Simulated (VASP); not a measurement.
Data:

```xyz
2
Lattice="0.0000 2.4647 2.4647 2.4647 0.0000 2.4647 2.4647 2.4647 0.0000" Properties=species:S:1:pos:R:3 pbc="T T T"
Y      0.0000     0.0000     0.0000
N      2.4647     2.4647     2.4647
```

The numbers are results of revPBE GGA, VASP's PBE PAW potentials (set 64) (plane waves; VASP), not measurements. Numerical set-up: 520 eV cut-off, Gaussian smearing of 0.050 eV, potentials Y_sv N.

**Question.** Give the energies of bands 6 to 11 at the high-symmetry points, in eV from the valence-band maximum.

**Answer.** 
```
band     Γ      X      U      L      W
----  ----  -----  -----  -----  -----
6     0.00  -1.54  -2.16  -3.99  -2.10
7     0.00  -0.41  -1.61  -2.18  -1.55
8     0.00  -0.41  -1.29  -2.18  -1.55
9     3.13   0.27   2.46   5.59   3.96
10    3.13   6.68   6.15   6.24   3.96
11    3.13   6.97   6.89   6.24   7.07
```

The gap is indirect, 0.27 eV, from the valence maximum at Γ to the conduction minimum at X.

The compound is YN in the rock salt structure. It was relaxed first.
